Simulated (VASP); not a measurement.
Computed with r2SCAN meta-GGA, VASP's PBE PAW potentials (set 64) (plane waves; VASP).

Input for VASP

INCAR:
```
SYSTEM  =  SiO2
PREC  =  Accurate; ENCUT  =  520; LREAL  =  F
LASPH  =  T
EDIFF  =  1E-6; NELM  =  100; ALGO  =  Normal
LMIXTAU  =  T
ISMEAR  =  0; SIGMA  =  0.05
METAGGA  =  R2SCAN
IBRION  =  2; NSW  =  60; ISIF  =  3
EDIFFG  =  -0.02
LWAVE  =  F; LCHARG  =  F
```

**POSCAR**
```
SiO2
1
    4.1963867082    -0.0000000000     0.0000000000
   -0.0000000000     4.1963867082     0.0000000000
    0.0000000000     0.0000000000     2.6798994622
Si O
2 4
Direct
  0.5000000000   0.5000000000   0.5000000000
  0.0000000000   1.0000000000   1.0000000000
  0.6941562602   0.6941562602   0.0000000000
  0.3058437398   0.3058437398   0.0000000000
  0.8058437398   0.1941562602   0.5000000000
  0.1941562602   0.8058437398   0.5000000000
```

### KPOINTS
```
Automatic
0
gamma
5 5 7
```

POTCAR, in this order: Si O (PBE.64 set). Program: vasp_std.

Output of the run:

### OUTCAR
```
 ion  position               nearest neighbor table
   1  0.500  0.500  0.500-   3 1.77   4 1.77   3 1.77   4 1.77   5 1.82   6 1.82
   2  0.000  0.000  0.000-   5 1.77   6 1.77   5 1.77   6 1.77   3 1.82   4 1.82
   3  0.694  0.694  0.000-   1 1.77   1 1.77   2 1.82
   4  0.306  0.306  0.000-   1 1.77   1 1.77   2 1.82
   5  0.806  0.194  0.500-   2 1.77   2 1.77   1 1.82
   6  0.194  0.806  0.500-   2 1.77   2 1.77   1 1.82
  LATTYP: Found a simple tetragonal cell.
 ALAT       =     4.1963867082
 C/A-ratio  =     0.6386207108
 Subroutine PRICEL returns:
 Original cell was already a primitive cell.
 Subroutine GETGRP returns: Found 16 space group operations
The static configuration has the point symmetry D_2h.
 The point group associated with its full space group is D_4h.
The dynamic configuration has the point symmetry D_2h.
 Subroutine INISYM returns: Found 16 space group operations
 Subroutine IBZKPT returns following result:
 Found     24 irreducible k-points:

 Following reciprocal coordinates:
            Coordinates               Weight
  0.000000  0.000000  0.000000      1.000000
  0.200000  0.000000  0.000000      4.000000
  0.400000  0.000000  0.000000      4.000000
...
```

OSZICAR:
```
       N       E                     dE             d eps       ncg     rms          rms(c)
DAV:   1     0.153415500292E+03    0.15342E+03   -0.18613E+04   960   0.158E+03
DAV:   2    -0.649402978633E+02   -0.21836E+03   -0.20849E+03  1280   0.335E+02
DAV:   3    -0.728161876303E+02   -0.78759E+01   -0.78501E+01  1148   0.676E+01
DAV:   4    -0.728775192761E+02   -0.61332E-01   -0.61261E-01  1128   0.680E+00
DAV:   5    -0.728781514969E+02   -0.63222E-03   -0.63215E-03  1112   0.680E-01    0.177E+01
DAV:   6    -0.600120709265E+02    0.12866E+02   -0.10604E+01  1092   0.217E+01    0.965E+00
DAV:   7    -0.584062571578E+02    0.16058E+01   -0.19512E+00  1044   0.138E+01    0.333E+00
DAV:   8    -0.614855400432E+02   -0.30793E+01   -0.12369E+00  1036   0.950E+00    0.194E+00
DAV:   9    -0.584078084087E+02    0.30777E+01   -0.94258E-01  1028   0.727E+00    0.663E-01
DAV:  10    -0.586328610646E+02   -0.22505E+00   -0.68790E-02  1104   0.281E+00    0.465E-01
DAV:  11    -0.587367363896E+02   -0.10388E+00   -0.26661E-02  1096   0.136E+00    0.171E-01
DAV:  12    -0.587818762807E+02   -0.45140E-01   -0.21961E-02  1016   0.189E+00    0.114E-01
DAV:  13    -0.587824296641E+02   -0.55338E-03   -0.13422E-03  1036   0.434E-01    0.664E-02
DAV:  14    -0.587828947425E+02   -0.46508E-03   -0.78544E-04  1124   0.207E-01    0.268E-02
DAV:  15    -0.587829126458E+02   -0.17903E-04   -0.78534E-05  1080   0.947E-02    0.104E-02
DAV:  16    -0.587829359134E+02   -0.23268E-04   -0.12917E-05  1020   0.459E-02    0.775E-03
DAV:  17    -0.587829356732E+02    0.24023E-06   -0.26662E-06   928   0.121E-02
   1 F= -.58782936E+02 E0= -.58782936E+02  d E =-.587829E+02
       N       E                     dE             d eps       ncg     rms          rms(c)
DAV:   1    -0.588391631668E+02   -0.56227E-01   -0.19830E+00  1080   0.131E+01    0.210E+00
DAV:   2    -0.587804323744E+02    0.58731E-01   -0.20860E-01  1096   0.367E+00    0.491E-01
DAV:   3    -0.587768793940E+02    0.35530E-02   -0.15455E-02  1048   0.100E+00    0.198E-01
DAV:   4    -0.587770665688E+02   -0.18717E-03   -0.11613E-03  1028   0.419E-01    0.952E-02
DAV:   5    -0.587769213869E+02    0.14518E-03   -0.66471E-04  1004   0.334E-01    0.313E-02
DAV:   6    -0.587771474864E+02   -0.22610E-03   -0.36643E-04   976   0.265E-01    0.213E-02
DAV:   7    -0.587772814566E+02   -0.13397E-03   -0.59855E-05  1040   0.926E-02    0.843E-03
DAV:   8    -0.587773076012E+02   -0.26145E-04   -0.12213E-05  1040   0.409E-02    0.226E-03
DAV:   9    -0.587773078194E+02   -0.21814E-06   -0.10282E-06   684   0.125E-02
   2 F= -.58777308E+02 E0= -.58777308E+02  d E =0.562785E-02
       N       E                     dE             d eps       ncg     rms          rms(c)
DAV:   1    -0.588093252328E+02   -0.32018E-01   -0.73133E-01  1080   0.790E+00    0.127E+00
DAV:   2    -0.587879593263E+02    0.21366E-01   -0.78509E-02  1088   0.225E+00    0.292E-01
DAV:   3    -0.587866734076E+02    0.12859E-02   -0.54861E-03  1052   0.595E-01    0.129E-01
DAV:   4    -0.587868041371E+02   -0.13073E-03   -0.39978E-04  1028   0.248E-01    0.653E-02
DAV:   5    -0.587866569733E+02    0.14716E-03   -0.25237E-04   996   0.204E-01    0.200E-02
DAV:   6    -0.587868058966E+02   -0.14892E-03   -0.14537E-04   976   0.167E-01    0.129E-02
DAV:   7    -0.587868426446E+02   -0.36748E-04   -0.18801E-05  1048   0.509E-02    0.533E-03
DAV:   8    -0.587868509004E+02   -0.82558E-05   -0.40239E-06  1012   0.237E-02    0.150E-03
DAV:   9    -0.587868510334E+02   -0.13305E-06   -0.34880E-07   592   0.714E-03
   3 F= -.58786851E+02 E0= -.58786851E+02  d E =-.391536E-02
       N       E                     dE             d eps       ncg     rms          rms(c)
DAV:   1    -0.587868535728E+02   -0.26725E-05   -0.12036E-04  1084   0.102E-01    0.165E-02
DAV:   2    -0.587868503384E+02    0.32344E-05   -0.12968E-05  1056   0.289E-02    0.384E-03
DAV:   3    -0.587868501027E+02    0.23573E-06   -0.88150E-07   504   0.810E-03
   4 F= -.58786850E+02 E0= -.58786850E+02  d E =-.391443E-02
       N       E                     dE             d eps       ncg     rms          rms(c)
DAV:   1    -0.587869506161E+02   -0.10028E-03   -0.25709E-02   972   0.138E+00    0.660E-02
DAV:   2    -0.587869293552E+02    0.21261E-04   -0.79377E-04  1124   0.231E-01    0.259E-02
DAV:   3    -0.587869085076E+02    0.20848E-04   -0.32128E-05  1112   0.650E-02    0.114E-02
DAV:   4    -0.587869060952E+02    0.24123E-05   -0.19922E-05   996   0.516E-02    0.307E-03
DAV:   5    -0.587869039383E+02    0.21569E-05   -0.17946E-05  1008   0.589E-02    0.132E-03
DAV:   6    -0.587869107295E+02   -0.67912E-05   -0.70566E-06   988   0.344E-02    0.145E-03
DAV:   7    -0.587869113010E+02   -0.57146E-06   -0.29472E-07   580   0.545E-03
   5 F= -.58786911E+02 E0= -.58786911E+02  d E =-.611983E-04
```

**OUTCAR**
```
------------------------ aborting loop because EDIFF is reached ----------------------------------------
  FORCE on cell =-STRESS in cart. coord.  units (eV):
  Direction    XX          YY          ZZ          XY          YZ          ZX
  --------------------------------------------------------------------------------------
  Total       -0.0015961     -0.0015961      0.0501447      0.0000000      0.0000000      0.0000000
  in kB       -0.0546753     -0.0546753      1.7177588      0.0000000      0.0000000      0.0000000
  external PRESSURE =       0.5361360 kB  Pullay stress =       0.0000000 kB
  volume of cell :       46.77
      direct lattice vectors                 reciprocal lattice vectors
     4.183641827  0.000000000  0.000000000     0.239026198  0.000000000  0.000000000
    -0.000000000  4.183641827  0.000000000    -0.000000000  0.239026198  0.000000000
     0.000000000  0.000000000  2.672173410     0.000000000  0.000000000  0.374227210
 POSITION                                       TOTAL-FORCE (eV/Angst)
 -----------------------------------------------------------------------------------
      2.09182      2.09182      1.33609        -0.000000      0.000000      0.000000
     -0.00000      4.18364      0.00000        -0.000000      0.000000      0.000000
      2.90366      2.90366      0.00000        -0.000585     -0.000585      0.000000
      1.27998      1.27998      0.00000         0.000585      0.000585     -0.000000
      3.37180      0.81184      1.33609         0.000585     -0.000585      0.000000
      0.81184      3.37180      1.33609        -0.000585      0.000585     -0.000000
 -----------------------------------------------------------------------------------
    total drift:                               -0.000000     -0.000000      0.000000
  FREE ENERGIE OF THE ION-ELECTRON SYSTEM (eV)
  ---------------------------------------------------
  free  energy   TOTEN  =       -58.7869113010 eV

  energy  without entropy=      -58.7869113010  energy(sigma->0) =      -58.78691130

 reached required accuracy - stopping structural energy minimisation
```
(Selected blocks of OUTCAR.)

### CONTCAR
```
SiO2
   1.00000000000000
     4.1836418268856317    0.0000000000000000    0.0000000000000000
    -0.0000000000000000    4.1836418268856317    0.0000000000000000
     0.0000000000000000    0.0000000000000000    2.6721734095225078
  Si              O
     2     4
Direct
     0.5000000000000000    0.5000000000000000    0.5000000000000000
     0.0000000000000000    1.0000000000000000    0.0000000000000000
     0.6940504611458417    0.6940504611458417    0.0000000000000000
     0.3059495388541583    0.3059495388541583    0.0000000000000000
     0.8059495388541583    0.1940504611458417    0.5000000000000000
     0.1940504611458417    0.8059495388541583    0.5000000000000000
```

The structure comes from a computed database's SiO2 entry (P4_2/mnm); how it stands against other phases isn't given here. This run relaxes it. Symmetry was kept, so distortions that lower it aren't found. The start is the result of an earlier pass.
